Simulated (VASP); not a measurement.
These are r2SCAN meta-GGA, VASP's PBE PAW potentials (set 64) (plane waves; VASP) values and carry that method's errors.

VASP ran on this input.

**POSCAR**
```
Zn
1
    1.3239444404    -2.2931394566     0.0000000000
    1.3239444404     2.2931394566     0.0000000000
    0.0000000000     0.0000000000     4.7513119766
Zn
2
Direct
  0.3333330000   0.6666670000   0.2500000000
  0.6666670000   0.3333330000   0.7500000000
```

**INCAR**
```
ALGO  =  Normal
EDIFF  =  1E-7
ENCUT  =  480
ISIF  =  2
ISMEAR  =  1
LASPH  =  .True.
LCHARG  =  .False.
LMAXMIX  =  4
LMIXTAU  =  .True.
LREAL  =  .False.
LWAVE  =  .False.
METAGGA  =  R2SCAN
NELM  =  100
PREC  =  Accurate
SIGMA  =  0.1
SYSTEM  =  Zn
```

**KPOINTS**
```
Automatic
0
gamma
 14 14 8
```

POTCAR, in this order: Zn (PBE.64 set). Program: vasp_std.

Output

### OSZICAR
```
       N       E                     dE             d eps       ncg     rms          rms(c)
DAV:   1     0.765711722436E+02    0.76571E+02   -0.12701E+04  3888   0.236E+03
DAV:   2    -0.179221578421E+02   -0.94493E+02   -0.93130E+02  3920   0.302E+02
DAV:   3    -0.208147318816E+02   -0.28926E+01   -0.28887E+01  4664   0.657E+01
DAV:   4    -0.208234008996E+02   -0.86690E-02   -0.86687E-02  4648   0.369E+00
DAV:   5    -0.208234141590E+02   -0.13259E-04   -0.13260E-04  4656   0.117E-01    0.455E+00
DAV:   6    -0.183273647511E+02    0.24960E+01   -0.26237E+00  3872   0.360E+01    0.443E+00
DAV:   7    -0.177345058393E+02    0.59286E+00   -0.21719E-01  4408   0.931E+00    0.234E+00
DAV:   8    -0.177914544797E+02   -0.56949E-01   -0.93385E-02  4392   0.395E+00    0.346E-01
DAV:   9    -0.177957821347E+02   -0.43277E-02   -0.29220E-02  3976   0.192E+00    0.183E-01
DAV:  10    -0.177931706618E+02    0.26115E-02   -0.10995E-02  4968   0.197E+00    0.105E-01
DAV:  11    -0.177975640055E+02   -0.43933E-02   -0.17782E-02  4072   0.959E-01    0.789E-02
DAV:  12    -0.177972033653E+02    0.36064E-03   -0.12787E-03  4120   0.388E-01    0.114E-01
DAV:  13    -0.177976777497E+02   -0.47438E-03   -0.10105E-04  4936   0.181E-01    0.706E-02
DAV:  14    -0.177993801884E+02   -0.17024E-02   -0.10433E-03  3944   0.336E-01    0.147E-02
DAV:  15    -0.177994106761E+02   -0.30488E-04   -0.33623E-05  4480   0.527E-02    0.126E-02
DAV:  16    -0.177994098622E+02    0.81391E-06   -0.15742E-06  4144   0.168E-02    0.675E-03
DAV:  17    -0.177994127892E+02   -0.29270E-05   -0.95481E-07  4008   0.939E-03    0.207E-03
DAV:  18    -0.177994076733E+02    0.51159E-05   -0.21238E-07  3584   0.902E-03    0.477E-04
DAV:  19    -0.177994079742E+02   -0.30090E-06   -0.95244E-08  3008   0.422E-03    0.183E-04
DAV:  20    -0.177994073741E+02    0.60013E-06   -0.29647E-08  2080   0.314E-03    0.265E-04
DAV:  21    -0.177994079736E+02   -0.59948E-06   -0.61543E-09  2040   0.160E-03    0.188E-05
DAV:  22    -0.177994079783E+02   -0.47412E-08   -0.71722E-10  2024   0.265E-04
   1 F= -.17799408E+02 E0= -.17799248E+02  d E =-.479434E-03
```

OUTCAR:
```
------------------------ aborting loop because EDIFF is reached ----------------------------------------
  FORCE on cell =-STRESS in cart. coord.  units (eV):
  Direction    XX          YY          ZZ          XY          YZ          ZX
  --------------------------------------------------------------------------------------
  Total       -0.0856612     -0.0856613     -0.2366893      0.0000000      0.0000000      0.0000000
  in kB       -4.7571971     -4.7571989    -13.1445408      0.0000000      0.0000000      0.0000000
  external PRESSURE =      -7.5529789 kB  Pullay stress =       0.0000000 kB
  volume of cell :       28.85
      direct lattice vectors                 reciprocal lattice vectors
     1.323944440 -2.293139457  0.000000000     0.377659352 -0.218041689  0.000000000
     1.323944440  2.293139457  0.000000000     0.377659352  0.218041689  0.000000000
     0.000000000  0.000000000  4.751311977     0.000000000  0.000000000  0.210468183
 POSITION                                       TOTAL-FORCE (eV/Angst)
 -----------------------------------------------------------------------------------
      1.32394      0.76438      1.18783         0.000000      0.000000      0.000000
      1.32394     -0.76438      3.56348        -0.000000     -0.000000      0.000000
 -----------------------------------------------------------------------------------
    total drift:                                0.000013      0.000064      0.000004
  FREE ENERGIE OF THE ION-ELECTRON SYSTEM (eV)
  ---------------------------------------------------
  free  energy   TOTEN  =       -17.7994079783 eV

  energy  without entropy=      -17.7989285447  energy(sigma->0) =      -17.79924817
```
(Selected blocks of OUTCAR.)

The compound is Zn in the hcp structure. This cell was strained or had an atom moved on purpose.
